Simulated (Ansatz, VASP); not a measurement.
# HfRu in two plane-wave programs, part 2 of 2

Wanted: the spread between two codes on one cell, functional and k mesh. The cell is taken from a series of runs on this material, whose earlier steps may have relaxed, scaled, displaced or heated it; both programs get it as it stands.

VASP 6.6.1 and Ansatz 0.2.0.

So far: Starting point; VASP: relaxation of cell and atoms, PBEsol; Ansatz: relaxation of cell and atoms, PBEsol.

## Step 4: Comparison

Known differences besides the potentials themselves: the data sets hold 42 valence electrons in Ansatz (on its PAW soft_1 files) and 24 in VASP; the cutoff is 420 eV in Ansatz and 500 eV in VASP; Ansatz makes its cores anew for this functional, VASP keeps those of its PBE data sets; Ansatz adds a Pulay correction to the stress that steers its cell, VASP none. Total energies have different zeros and are not compared.

Compared:

```
                                         quantity  Ansatz   VASP  difference
                                      volume (Å³)   33.03  32.86     +0.53 %
edge a after relaxation, in the typed setting (Å)   3.209  3.203     +0.18 %
```

## Step 5: Ansatz: zone-centre phonons, PBEsol

Second derivatives magnify differences that forces hide, and they need a tight electronic threshold.

The cell is taken from a series of runs on this material, whose earlier steps may have relaxed, scaled, displaced or heated it; both programs get it as it stands.

Contents of input.yaml:

```yaml
crystal:
  lattice:
    - [3.2085981561, 0.0, 0.0]
    - [0.0, 3.2085981561, 0.0]
    - [0.0, 0.0, 3.2085981561]
  atoms:
    - { symbol: Hf, position: [0.0, 0.0, 0.0] }
    - { symbol: Ru, position: [0.5, 0.5, 0.5] }
kpoints:
  mp_grid: { grid: [16, 16, 16] }
hamiltonian:
  xc: pbesol
  pseudopotentials: { kind: paw, azcp: { folder: soft_1 }, xc_functional: pbe }
scf:
  occupations: { method: methfessel_paxton, width: 0.2 }
output:
  eigenvalues: true
phonons:
  method: dfpt
```

The run is started by

```
$ ansatz run input.yaml --threads 4 --pin off --max-ram 10240MiB --backend cpu --events-out ev --progress --plain --runs-dir out
```

Numbers of over 12 decimals in the logs are rounded to 6 here.

The program printed:

```text
[...]
Crystal: 2 atoms, lattice volume = 33.033 Å³
Basis set: ecut = 420 eV, 619 PW (Γ), exchange–correlation on 48×48×48 points (8 copies of the dense FFT grid, shifted against one another)
Bands: 26, of which v1, the nominal top of the filled ones, is band 21 counted from 1 (20 counted from 0)
Symmetry: 48 space group operations
k-points: 405 of 4096 (irreducible under 8 space group operations, time reversal used)
[...]
k mesh reduced under 8 symmetry operations, with k and −k counted as one. Each operation leaves every solved perturbation unchanged. A smaller set is not used because it would not reduce the number of displacements times k-points to solve
  ASR residual: 8.901e-5 → 0.000e0 eV/Å²; symmetrization residual: 1.738e-5 eV/Å²
  ASR residual per site (eV/Å²): 3.59e-5 8.90e-5
  Γ frequencies (cm⁻¹): 0.00 0.00 0.00 171.53 171.53 171.53
  non-analytic LO–TO correction: not included (Born effective charges unavailable; polar crystals: no LO–TO splitting at Γ)
[key lines of the parts left out:]
SCF converged after 12 iterations
Free energy (F): -21416.867424 eV
Fermi energy:    21.943792 eV
```

## Step 6: VASP: zone-centre phonons, PBEsol

The same cell, functional, mesh and smearing now go to VASP, with its own data sets.

Contents of INCAR:

```
SYSTEM = HfRu
PREC = Accurate
ENCUT = 500
EDIFF = 1E-08
NELM = 120
ISMEAR = 1
SIGMA = 0.2
LREAL = .FALSE.
ALGO = Normal
GGA = PS
NBANDS = 18
LASPH = .TRUE.
LORBIT = 11
LWAVE = .FALSE.
LCHARG = .FALSE.
ISIF = 2
IBRION = 8
GGA_COMPAT = .FALSE.
KPAR = 2
```

Contents of POSCAR:

```
HfRu
1.0
    3.2085981561      0.0000000000      0.0000000000
    0.0000000000      3.2085981561      0.0000000000
    0.0000000000      0.0000000000      3.2085981561
Hf Ru
1 1
Direct
    0.0000000000      0.0000000000      0.0000000000
    0.5000000000      0.5000000000      0.5000000000
```

Contents of KPOINTS:

```
Automatic mesh
0
Gamma
16 16 16
0 0 0
```

PAW data sets: Hf_pv and Ru_pv (PBE family, release 64).

The run is started by

```
$ mpirun -np 2 vasp_std
```

The program printed:

```text
[banner, memory and clock lines left out]
running    2 mpi-ranks, on    1 nodes
[...]
[... a notice as in an earlier step ...]

 LDA part: xc-table for (Slater+PW92), standard interpolation
 POSCAR, INCAR and KPOINTS ok, starting setup
[...]
entering main loop
       N       E                     dE             d eps       ncg     rms          rms(c)
DAV:   1     0.159138084857E+03    0.15914E+03   -0.14095E+04  5956   0.132E+03
DAV:   2    -0.193101363648E+02   -0.17845E+03   -0.17506E+03  6748   0.368E+02
DAV:   3    -0.232161077812E+02   -0.39060E+01   -0.38767E+01  6978   0.502E+01
DAV:   4    -0.232481492521E+02   -0.32041E-01   -0.32029E-01  6976   0.457E+00
[...]
DAV:  14    -0.222506654686E+02    0.18924E-06   -0.69345E-08  6998   0.237E-03    0.732E-03
DAV:  15    -0.222506655443E+02   -0.75638E-07   -0.25342E-08  5904   0.136E-03    0.231E-04
DAV:  16    -0.222506655465E+02   -0.22042E-08   -0.79388E-10  3172   0.214E-04
   1 F= -.22250666E+02 E0= -.22250677E+02  d E =0.348209E-04
[...]
RMM:  18    -0.217776835915E+00   -0.15739E-08   -0.15268E-07 18642   0.800E-05    0.161E-06
RMM:  19    -0.217776836592E+00   -0.67776E-09   -0.11635E-07 16874   0.790E-05    0.883E-07
RMM:  20    -0.217776836611E+00   -0.19032E-10   -0.91494E-08 15246   0.784E-05    0.920E-07
 first order change of Fermi-energy  -0.75740E-03
 force on displaced ion       1 direction 1 :  -6.827  -0.000  -0.000
 Linear response progress:
  Degree of freedom:   2/  2
       N       E                     dE             d eps       ncg     rms          rms(c)
RMM:   1    -0.555165197184E+00   -0.55517E+00    0.36069E+00 15804   0.518E+01
RMM:   2    -0.663726476204E+00   -0.10856E+00   -0.13950E-01 21944   0.264E+00    0.356E-01
RMM:   3    -0.663525650495E+00    0.20083E-03   -0.29490E-03 24909   0.345E-01    0.204E-01
RMM:   4    -0.662994279488E+00    0.53137E-03   -0.46384E-04 24845   0.165E-01    0.381E-02
[...]
RMM:  13    -0.662884857620E+00   -0.59825E-07   -0.16463E-07 28818   0.207E-04    0.662E-06
RMM:  14    -0.662884809513E+00    0.48107E-07   -0.10862E-07 28252   0.154E-04    0.646E-06
RMM:  15    -0.662884810397E+00   -0.88350E-09   -0.81470E-08 24953   0.126E-04    0.493E-06
 first order change of Fermi-energy   0.11745E-02
 force on displaced ion       2 direction 1 :  -6.842   0.000  -0.000
 Linear response finished
```

OUTCAR, selected parts (step 6):

```text
  Total       -0.2329457     -0.2329457     -0.2329457     -0.0000000      0.0000000      0.0000000
  in kB      -11.2984616    -11.2984616    -11.2984616     -0.0000000      0.0000000      0.0000000
  external PRESSURE =     -11.2984616 kB  Pullay stress =       0.0000000 kB

 POSITION                                       TOTAL-FORCE (eV/Angst)
 -----------------------------------------------------------------------------------
      0.00000      0.00000      0.00000         0.000000      0.000000      0.000000
      1.60430      1.60430      1.60430         0.000000      0.000000      0.000000
 -----------------------------------------------------------------------------------
    total drift:                                0.000000     -0.000000     -0.000000

[... 1 part as in an earlier step ...]

[... 1 further part left out ...]
```

## Step 7: Differences

What differs besides the data sets and the points named for the pairs above, as far as they apply: the data sets hold 42 valence electrons in Ansatz (on its PAW soft_1 files) and 24 in VASP. Total energies have different zeros and are not compared.

Compared:

```csv
quantity,Ansatz,VASP,difference
optical mode 1 to 3 (cm⁻¹),171.5,169.7,+1.06 %
```

Modes are paired by rising frequency, not by their patterns, so a pair may set unlike modes beside each other; they are those without the splitting of longitudinal modes.

## Step 8: What came out

- difference in volume (relaxation of cell and atoms, PBEsol): 0.53 %
- r.m.s. difference of the optical zone-centre modes, each program's sorted by frequency (zone-centre phonons, PBEsol): 1.8 cm⁻¹
- difference in optical mode 1 to 3 (zone-centre phonons, PBEsol): +1.1 %

In words: The difference in volume is 0.53 % (relaxation of cell and atoms, PBEsol), within the 1.2 % picked in this series as the mark of a large difference, as far as the stopping tolerances let one tell. The data sets hold unlike numbers of valence electrons (42 in Ansatz and 24 in VASP), so part of the differences comes from the potentials. Among the rows given in per cent, the largest difference of the zone-centre phonons, PBEsol pair is in optical mode 1 to 3, +1.1 %. How closely two codes agree says nothing of how well the functional describes the real material.

[Lines on the potential files, build, host, timing and source positions are cut from VASP's logs without a mark.]

[Logs are printed without paths, hosts, clocks, repeated set-up lines and the standing remarks that a program may print on its own settings, such as how far it seeks lower states.]

[Hosts, paths, dates, database ids (printed as entryN), source tags and the programs' standing remarks are cut or masked in the printed files.]
